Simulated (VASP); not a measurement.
Data:

```xyz
3
Lattice="2.1165 -3.6659 0.0000 2.1165 3.6659 0.0000 0.0000 0.0000 6.9972" Properties=species:S:1:pos:R:3 pbc="T T T"
Mg     0.0000     0.0000     0.0000
I      2.1165     1.2220     1.6933
I      2.1165    -1.2220     5.3039
```

Computed with PBE GGA, VASP's PBE PAW potentials (set 64) (plane waves; VASP 6.6.1). Settings: 400 eV cut-off, 6×6×3 Γ-centred mesh, first-order Methfessel-Paxton smearing of 0.50 eV, potentials Mg I.

Q: Give the force on each atom (eV/Å).

A: 
```csv
atom,Fx,Fy,Fz
Mg1,0.000,0.000,0.000
I2,0.000,0.000,-0.212
I3,0.000,0.000,0.212
```

Q: Give the stress tensor in GPa (positive for a compressed cell).

A: 
```
-0.71   0.00   0.00
 0.00  -0.71   0.00
 0.00   0.00  -0.31
```
The pressure is its mean diagonal, -0.58 GPa.

The compound is MgI2 in the 1T layered structure. The cell was not relaxed at this level. The run is one of a series of settings (ISMEAR = 1, SIGMA = 0.5 against the base run), some of them coarse on purpose.
